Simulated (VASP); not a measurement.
An input for Quantum ESPRESSO's pw.x (written as the equivalent of a VASP run, and not itself run):

```
&CONTROL
  calculation = 'vc-relax'
  pseudo_dir = './pseudo'
  outdir = './out'
  tprnfor = .true.
  tstress = .true.
  nstep = 30
  forc_conv_thr = 0.00039
/
&SYSTEM
  ibrav = 0
  nat = 3
  ntyp = 2
  ecutwfc = 58
  occupations = 'smearing'
  smearing = 'gaussian'
  degauss = 0.003675
  input_dft = 'vdw-df-cx'
/
&ELECTRONS
  conv_thr = 7.3e-09
  electron_maxstep = 100
/
&IONS
/
&CELL
  cell_dofree = 'shape'
/
ATOMIC_SPECIES
  Hf 178.490 Hf.upf
  S 32.060 S.upf
CELL_PARAMETERS angstrom
     1.8172994   -3.1476546    0.0000000
     1.8172994    3.1476546    0.0000000
     0.0000000    0.0000000    5.8844916
ATOMIC_POSITIONS crystal
  Hf   0.0000000  1.0000000  0.0000000
  S    0.3333330  0.6666670  0.2493960
  S    0.6666670  0.3333330  0.7506040
K_POINTS automatic
  7 7 4 0 0 0
```

Q: Translate this input to VASP (INCAR, KPOINTS, POSCAR, choice of POTCAR).

A: This is not unique; one that fits is 
INCAR:
```
SYSTEM=HfS2
PREC=Accurate; ENCUT=520; LREAL=.FALSE.
LASPH=.TRUE.
EDIFF=1E-7; NELM=100; ALGO=Normal
LMAXMIX=6
ISMEAR=0; SIGMA=0.05
GGA=CX; LUSE_VDW=.TRUE.; AGGAC=0.0
IBRION=2; NSW=30; ISIF=4
EDIFFG=-0.01
LWAVE=.FALSE.; LCHARG=.FALSE.
```

POSCAR:
```
HfS2
1
    1.8172993700    -3.1476546292     0.0000000000
    1.8172993700     3.1476546292     0.0000000000
    0.0000000000     0.0000000000     5.8844916355
Hf S
1 2
Direct
  0.0000000000   1.0000000000   0.0000000000
  0.3333330000   0.6666670000   0.2493960388
  0.6666670000   0.3333330000   0.7506039612
```

KPOINTS:
```
K-points
0
gamma
  7 7 4
0 0 0
```

POTCAR, in this order: Hf_pv S (PBE.64 set). Program: vasp_std.

What does not carry over: the potentials are each code's own (VASP's PAW set, PseudoDojo norm-conserving files in pw.x), so ENCUT and ecutwfc are chosen apart and not converted; conv_thr bounds pw.x's estimated SCF error, while EDIFF bounds the energy change between steps; forc_conv_thr acts on force components and is met together with etot_conv_thr.

The compound is HfS2 in the 1T layered structure. This cell is one point of a volume scan, at 1.03 of the reference volume. Symmetry was kept, so distortions that lower it aren't found.
